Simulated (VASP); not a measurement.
Runs of VASP 6.6.1 on AlHg. Symmetry: F-43m, No. 216, cubic system. Conventional cell: a = 6.137 Å, b = 6.137 Å, c = 6.137 Å, α = 90.00°, β = 90.00°, γ = 90.00°. Around Al (site symmetry -43m) lie 4 Hg at 2.66 Å. Around Hg (site symmetry -43m) lie 4 Al at 2.66 Å. The cell was built by a generator and needn't be a form met in nature.

```csv
level,gap on the mesh (eV),pressure (GPa),relaxed volume (Å³/atom)
BLYP,none,0.0,(a)
BLYP+D3,none,0.0,27.41
BLYP+D4,none,0.0,28.37
BLYP+D3(BJ),none,0.0,27.75
```

Alike in all rows: task relaxation of cell and atoms; potentials or basis VASP PAW PBE potentials, release 64 (Al, Hg); no spin polarisation; cell relaxed; k mesh 8 × 8 × 8; cutoff (eV) 600; smearing fermi-dirac 0.05 eV.

Question: Estimate the missing entries.

Answer: (a) 31.76.

Caveats: the PAW data sets were made with another functional, which shifts forces and pressure a little; pairwise dispersion overbinds metals, which lowers pressure and volume (some runs).

A k mesh can miss the band edges, and the runs leave out spin-orbit coupling on Hg.

A gap of «none» marks a metal or a gap under the smearing width.
